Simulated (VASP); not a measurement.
Output of a VASP run:

OUTCAR:
```
 ion  position               nearest neighbor table
   1  0.000  0.000  0.000-
   2  0.500  0.500  0.500-
  LATTYP: Found a face centered cubic cell.
 ALAT       =     5.6357000000
 Subroutine PRICEL returns:
 Original cell was already a primitive cell.
 Subroutine GETGRP returns: Found 48 space group operations
The static configuration has the point symmetry O_h .
The dynamic configuration has the point symmetry O_h .
 Subroutine INISYM returns: Found 48 space group operations
 Subroutine IBZKPT returns following result:
 Found     20 irreducible k-points:

 Following reciprocal coordinates:
            Coordinates               Weight
  0.000000  0.000000  0.000000      1.000000
  0.142857  0.000000  0.000000      8.000000
  0.285714  0.000000  0.000000      8.000000
  0.428571  0.000000  0.000000      8.000000
  0.142857  0.142857  0.000000      6.000000
  0.285714  0.142857  0.000000     24.000000
  0.428571  0.142857  0.000000     24.000000
 -0.428571  0.142857  0.000000     24.000000
 -0.285714  0.142857  0.000000     24.000000
 -0.142857  0.142857  0.000000     12.000000
  0.285714  0.285714  0.000000      6.000000
  0.428571  0.285714  0.000000     24.000000
 -0.428571  0.285714  0.000000     24.000000
 -0.285714  0.285714  0.000000     12.000000
  0.428571  0.428571  0.000000      6.000000
 -0.428571  0.428571  0.000000     12.000000
  0.428571  0.285714  0.142857     24.000000
 -0.428571  0.285714  0.142857     48.000000
 -0.428571  0.428571  0.142857     24.000000
 -0.285714  0.428571  0.142857     24.000000
   k-points           NKPTS =     20   k-points in BZ     NKDIM =     20   number of bands    NBANDS=     11
   number of dos      NEDOS =    301   number of ions     NIONS =      2
   total plane-waves  NPLWV =  21952
   dimension x,y,z NGX =    28 NGY =   28 NGZ =   28
   dimension x,y,z NGXF=    56 NGYF=   56 NGZF=   56
   ions per type =               1   1
   PREC   = accura    normal or accurate (medium, high low for compatibility)
   ISTART =      0    job   : 0-new  1-cont  2-samecut
   ICHARG =      2    charge: 1-file 2-atom 10-const
   ISPIN  =      1    spin polarized calculation?
   LNONCOLLINEAR =      F non collinear calculations
   LSORBIT =      F    spin-orbit coupling
   INIWAV =      1    electr: 0-lowe 1-rand  2-diag
   ENCUT  =  400.0 eV  29.40 Ry    5.42 a.u.   6.50  6.50  6.50*2*pi/ulx,y,z
   NELM   =    100;   NELMIN=  2; NELMDL= -5     # of ELM steps
   EDIFF  = 0.1E-05   stopping-criterion for ELM
   LREAL  =      F    real-space projection
   NLSPLINE    = F    spline interpolate recip. space projectors
   LMAXMIX     =    2 max onsite mixed and CHGCAR
   VOSKOWN=      0    Vosko Wilk Nusair interpolation
   EDIFFG = -.1E-01   stopping-criterion for IOM
   NSW    =     60    number of steps for IOM
   NBLOCK =      1;   KBLOCK =     60    inner block; outer block
   IBRION =      2    ionic relax: 0-MD 1-quasi-New 2-CG
   NFREE  =      1    steps in history (QN), initial steepest desc. (CG)
   ISIF   =      3    stress and relaxation
   ISYM   =      2    0-nonsym 1-usesym 2-fastsym
   TEIN   =    0.0    initial temperature
   TEBEG  =    0.0;   TEEND  =   0.0 temperature during run
   SMASS  =  -3.00    Nose mass-parameter (am)
   PSTRESS=    0.0 pullay stress
   NELECT =      14.0000    total number of electrons
   EFERMI =   0.00;   METHOD = LEGACY
   ISMEAR =     0;   SIGMA  =   0.05  broadening in eV -4-tet -1-fermi 0-gaus
   IALGO  =     38    algorithm
   LDIAG  =      T    sub-space diagonalisation (order eigenvalues)
   IMIX   =      4    mixing-type and parameters
     AMIX     =   0.40;   BMIX     =  1.00
     AMIX_MAG =   1.60;   BMIX_MAG =  1.00
     AMIN     =   0.10
   GGA     = PS    functional components
   VOSKOWN =     0    Vosko Wilk Nusair interpolation
   LHFCALC =     F    Hartree Fock is set to
   LHFONE  =     F    Hartree Fock one center treatment
...
```

OSZICAR:
```
       N       E                     dE             d eps       ncg     rms          rms(c)
DAV:   1     0.761207554390E+02    0.76121E+02   -0.64003E+03   440   0.104E+03
DAV:   2    -0.115759377289E+01   -0.77278E+02   -0.70009E+02   546   0.243E+02
DAV:   3    -0.704204804497E+01   -0.58845E+01   -0.58439E+01   542   0.646E+01
DAV:   4    -0.715853087653E+01   -0.11648E+00   -0.11637E+00   511   0.985E+00
DAV:   5    -0.716113141319E+01   -0.26005E-02   -0.26003E-02   558   0.135E+00    0.188E+00
DAV:   6    -0.700428699772E+01    0.15684E+00   -0.31244E-01   503   0.444E+00    0.136E+00
DAV:   7    -0.699370367990E+01    0.10583E-01   -0.69275E-02   584   0.203E+00    0.908E-01
DAV:   8    -0.699728470648E+01   -0.35810E-02   -0.74300E-03   470   0.968E-01    0.226E-01
DAV:   9    -0.699722289619E+01    0.61810E-04   -0.18400E-04   533   0.128E-01    0.131E-01
DAV:  10    -0.699729936438E+01   -0.76468E-04   -0.24148E-04   473   0.111E-01    0.442E-02
DAV:  11    -0.699729118191E+01    0.81825E-05   -0.17189E-05   512   0.327E-02    0.138E-02
DAV:  12    -0.699729058629E+01    0.59562E-06   -0.30457E-06   479   0.116E-02
   1 F= -.69972906E+01 E0= -.69972906E+01  d E =-.699729E+01
       N       E                     dE             d eps       ncg     rms          rms(c)
DAV:   1    -0.701130152997E+01   -0.14010E-01   -0.28153E-01   494   0.810E+00    0.732E-01
DAV:   2    -0.700078075283E+01    0.10521E-01   -0.17586E-02   494   0.142E+00    0.294E-01
DAV:   3    -0.699897389630E+01    0.18069E-02   -0.41900E-03   497   0.750E-01    0.139E-01
DAV:   4    -0.699879570026E+01    0.17820E-03   -0.12093E-04   641   0.140E-01    0.115E-02
DAV:   5    -0.699879275412E+01    0.29461E-05   -0.13254E-05   500   0.345E-02    0.718E-03
DAV:   6    -0.699879297358E+01   -0.21946E-06   -0.60960E-07   229   0.133E-02
   2 F= -.69987930E+01 E0= -.69987930E+01  d E =-.150239E-02
       N       E                     dE             d eps       ncg     rms          rms(c)
DAV:   1    -0.700478939281E+01   -0.59966E-02   -0.12556E-01   494   0.544E+00    0.487E-01
DAV:   2    -0.700011257800E+01    0.46768E-02   -0.77857E-03   494   0.947E-01    0.196E-01
DAV:   3    -0.699931085518E+01    0.80172E-03   -0.18760E-03   500   0.503E-01    0.924E-02
DAV:   4    -0.699923758530E+01    0.73270E-04   -0.54362E-05   641   0.938E-02    0.758E-03
DAV:   5    -0.699923635030E+01    0.12350E-05   -0.61498E-06   473   0.232E-02    0.487E-03
DAV:   6    -0.699923655351E+01   -0.20322E-06   -0.27690E-07   220   0.885E-03
   3 F= -.69992366E+01 E0= -.69992366E+01  d E =-.194597E-02
       N       E                     dE             d eps       ncg     rms          rms(c)
DAV:   1    -0.700032558382E+01   -0.10892E-02   -0.23590E-02   494   0.237E+00    0.211E-01
DAV:   2    -0.699944399163E+01    0.88159E-03   -0.14565E-03   494   0.410E-01    0.847E-02
DAV:   3    -0.699929663499E+01    0.14736E-03   -0.35249E-04   500   0.218E-01    0.399E-02
DAV:   4    -0.699928686002E+01    0.97750E-05   -0.10251E-05   641   0.407E-02    0.326E-03
DAV:   5    -0.699928668026E+01    0.17975E-06   -0.10772E-06   229   0.101E-02
   4 F= -.69992867E+01 E0= -.69992867E+01  d E =-.199609E-02
```

### OUTCAR
```
------------------------ aborting loop because EDIFF is reached ----------------------------------------
  FORCE on cell =-STRESS in cart. coord.  units (eV):
  Direction    XX          YY          ZZ          XY          YZ          ZX
  --------------------------------------------------------------------------------------
  Total        0.0041837      0.0041837      0.0041837      0.0000000     -0.0000000      0.0000000
  in kB        0.1533375      0.1533375      0.1533375      0.0000000     -0.0000000      0.0000000
  external PRESSURE =       0.1533375 kB  Pullay stress =       0.0000000 kB
  volume of cell :       43.71
      direct lattice vectors                 reciprocal lattice vectors
     0.000000000  2.795958768  2.795958768    -0.178829533  0.178829533  0.178829533
     2.795958768  0.000000000  2.795958768     0.178829533 -0.178829533  0.178829533
     2.795958768  2.795958768  0.000000000     0.178829533  0.178829533 -0.178829533
  FREE ENERGIE OF THE ION-ELECTRON SYSTEM (eV)
  ---------------------------------------------------
  free  energy   TOTEN  =        -6.9992866803 eV

  energy  without entropy=       -6.9992866803  energy(sigma->0) =       -6.99928668

 reached required accuracy - stopping structural energy minimisation
```
(Selected blocks of OUTCAR.)

File POSCAR:
```
NaCl
1
    0.0000000000     2.8178500000     2.8178500000
    2.8178500000     0.0000000000     2.8178500000
    2.8178500000     2.8178500000     0.0000000000
Cl Na
1 1
Direct
  0.0000000000   0.0000000000   0.0000000000
  0.5000000000   0.5000000000   0.5000000000
```

Question: Reconstruct the remaining input files.

Answer: This is not unique; one that fits is the input of the run itself, PBEsol GGA, plane waves, VASP's PBE PAW potentials (set 64).

### INCAR
```
SYSTEM = NaCl
PREC = Accurate; ENCUT = 400; LREAL = .FALSE.
LASPH = .TRUE.
EDIFF = 1E-6; NELM = 100; ALGO = Normal
ISMEAR = 0; SIGMA = 0.05
GGA = PS
IBRION = 2; NSW = 60; ISIF = 3
EDIFFG = -0.01
LWAVE = .FALSE.; LCHARG = .FALSE.
```

### KPOINTS
```
K-points
0
Gamma
7 7 7
0 0 0
```

POTCAR, in this order: Cl Na_pv (PBE.64 set). Program: vasp_std.

Energy and stress use the plane-wave basis of the starting cell.

The structure comes from a measured NaCl entry (Fm-3m) of the Crystallography Open Database, whose conditions weren't checked. This run relaxes it. Symmetry was kept, so distortions that lower it aren't found.
